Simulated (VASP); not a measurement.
Runs of VASP 6.6.1 on TiAl3. The structure is tetragonal, space group I4/mmm (No. 139). Conventional cell: a = 3.822 Å, b = 3.822 Å, c = 8.561 Å, α = 90.00°, β = 90.00°, γ = 90.00°. Ti (site symmetry 4/mmm) has 12 Al at 2.70 to 2.87 Å as nearest neighbours. Al (site symmetry 4/mmm) has 4 Ti at 2.70 Å and 8 Al at 2.87 Å as nearest neighbours. Al (site symmetry -4m2) is surrounded by 8 Al at 2.70 to 2.87 Å and 4 Ti at 2.87 Å. The cell comes from a database or a generator and needn't be the stable form of this composition.

```tsv
level	potentials or basis	k mesh	cutoff (eV)	gap on the mesh (eV)	pressure (GPa)	relaxed volume (Å³/atom)
LDA	VASP PAW LDA potentials, release 64 (Ti_sv, Al)	14 × 14 × 14	600	none	0.0	15.16
PBE	VASP PAW PBE potentials, release 64 (Ti, Al)	7 × 7 × 7	300	none	0.0	(a)
PBEsol	VASP PAW PBE potentials, release 64 (Ti_sv, Al)	14 × 14 × 14	600	none	0.0	15.58
PBE	VASP PAW PBE potentials, release 64 (Ti_sv, Al)	14 × 14 × 14	600	none	0.0	(b)
r2SCAN	VASP PAW PBE potentials, release 64 (Ti_sv, Al)	14 × 14 × 14	600	none	0.0	15.63
```

Alike in all rows: task relaxation of cell and atoms; no spin polarisation; cell relaxed; smearing methfessel-paxton 0.1 eV.

Question: Estimate the missing entries.

Answer: (a) 15.89; (b) 15.93.

Caveats: the PAW data sets were made with another functional, which shifts forces and pressure a little (some runs).

A k mesh can miss the band edges.

A gap of «none» marks a metal or a gap under the smearing width.

Not every run made on this cell is shown here.
